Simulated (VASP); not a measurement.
These are PBE GGA, VASP's PBE PAW potentials (set 64) (plane waves; VASP 6.6.1) values and carry that method's errors.

The input files of a VASP run:

**INCAR**
```
ALGO = Normal
EDIFF = 1E-6
ENCUT = 520
GGA = PE
ISIF = 2
ISMEAR = 0
ISPIN = 2
KGAMMA = .FALSE.
KSPACING = 0.6
LASPH = .TRUE.
LCHARG = .FALSE.
LMAXMIX = 4
LORBIT = 10
LREAL = .FALSE.
LWAVE = .FALSE.
MAGMOM = 5.0 -5.0 2*0.0
NELM = 100
PREC = Accurate
SIGMA = 0.05
SYSTEM = MnO
```

POSCAR:
```
MnO
1.0
  4.5288000000   2.2644000000   2.2644000000
  2.2644000000   4.5288000000   2.2644000000
  2.2644000000   2.2644000000   4.5288000000
Mn O
2 2
Cartesian
  0.0000000000   0.0000000000   0.0000000000
  4.5288000000   4.5288000000   4.5288000000
  2.2644000000   2.2644000000   2.2644000000
  6.7932000000   6.7932000000   6.7932000000
```

POTCAR, in this order: Mn_pv O (PBE.64 set). Program: vasp_std.

Problem. Estimate the energy per atom (σ→0), cell moment, pressure.

Solution. 
The energy per atom (σ→0) is -8.257 eV/atom, the cell moment comes out as 0.00 μB and the pressure is -7.71 GPa.

**OSZICAR**
```
...
DAV:   9    -0.330238620311E+02    0.20910E-01   -0.95371E-02  1258   0.410E+00    0.103E+00
DAV:  10    -0.330265150003E+02   -0.26530E-02   -0.34633E-02  1116   0.119E+00    0.409E-01
DAV:  11    -0.330262727331E+02    0.24227E-03   -0.43014E-03  1078   0.478E-01    0.107E-01
DAV:  12    -0.330264225757E+02   -0.14984E-03   -0.10299E-04  1025   0.921E-02    0.413E-02
DAV:  13    -0.330264482736E+02   -0.25698E-04   -0.29688E-05  1004   0.534E-02    0.153E-02
DAV:  14    -0.330264525857E+02   -0.43121E-05   -0.49016E-06   935   0.250E-02    0.805E-03
DAV:  15    -0.330264527484E+02   -0.16267E-06   -0.15177E-06   605   0.902E-03
   1 F= -.33026453E+02 E0= -.33026453E+02  d E =-.767607E-21  mag=     0.0000
```

The compound is MnO in the rock salt, AFM-II order structure. The cell was not relaxed at this level. The run is one of a series of settings (KGAMMA = .FALSE., KSPACING = 0.6, KPOINTS file removed against the base run), some of them coarse on purpose.
